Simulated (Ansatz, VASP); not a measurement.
Two plane-wave programs on AlIn2As2P

The input INCAR:

```
PREC = Accurate
ENCUT = 520
EDIFF = 1E-7
ISMEAR = 0
SIGMA = 0.1
LREAL = False
LASPH = True
NELM = 60
ALGO = Normal
ISIF = 2
LWAVE = False
LCHARG = False
GGA = PE
NBANDS = 31
```

The input KPOINTS:

```
regular mesh
0
Gamma
  4 4 4
```

The input POSCAR:

```
AlIn2As2P
1.0
   -3.3277703300      3.3277703300      5.5394375300
    3.3277703300     -3.3277703300      5.5394375300
    3.3277703300      3.3277703300     -5.5394375300
Al In P As
1 2 1 2
Direct
    0.0000000000      0.0000000000      0.0000000000
    0.5000000000      0.0000000000      0.5000000000
    0.0000000000      0.5000000000      0.5000000000
    0.5000000000      0.5000000000      0.0000000000
    0.7500000000      0.2500000000      0.5000000000
    0.2500000000      0.7500000000      0.5000000000
```

Input for Ansatz:

```yaml
crystal:
  lattice:
    - [-3.32777033, 3.32777033, 5.53943753]
    - [3.32777033, -3.32777033, 5.53943753]
    - [3.32777033, 3.32777033, -5.53943753]
  atoms:
    - { symbol: Al, position: [0.0, 0.0, 0.0] }
    - { symbol: In, position: [0.5, 0.0, 0.5] }
    - { symbol: In, position: [0.0, 0.5, 0.5] }
    - { symbol: P, position: [0.5, 0.5, 0.0] }
    - { symbol: As, position: [0.75, 0.25, 0.5] }
    - { symbol: As, position: [0.25, 0.75, 0.5] }
basis:
  ecutwfc: 420
kpoints:
  mp_grid: { grid: [4, 4, 4] }
hamiltonian:
  xc: pbe
scf:
  occupations: { method: gaussian, width: 0.1 }
  lower_state_search: "off"
output:
  forces: true
  stress: true
  eigenvalues: true
```

Alike in both runs: task single point; functional PBE; k mesh 4 × 4 × 4; occupations gaussian, width 0.1 eV; no spin polarisation.

|  | VASP | Ansatz |
| --- | --- | --- |
| version | VASP 6.6.1 | Ansatz 0.2.0 |
| potentials or method | VASP PAW PBE potentials, release 64 (Al, In_d, P, As) | scalar-relativistic, plane waves, PAW |
| plane-wave cutoff (eV) | 520 | 420 |
| valence electrons in the cell | 44 | 64 |

|  | VASP | Ansatz | Ansatz less VASP |
| --- | --- | --- | --- |
| gap on the k mesh at the Fermi level (eV) | none | none | - |
| pressure (GPa) | -5.4 | -5.4 | +0.01 |
| largest component of the traceless stress (GPa) | 0.38 | 0.37 | -0.007 |

A gap of «none» marks a metal or a gap that the smearing closes. The two sets of potentials don't hold the same shells in valence.
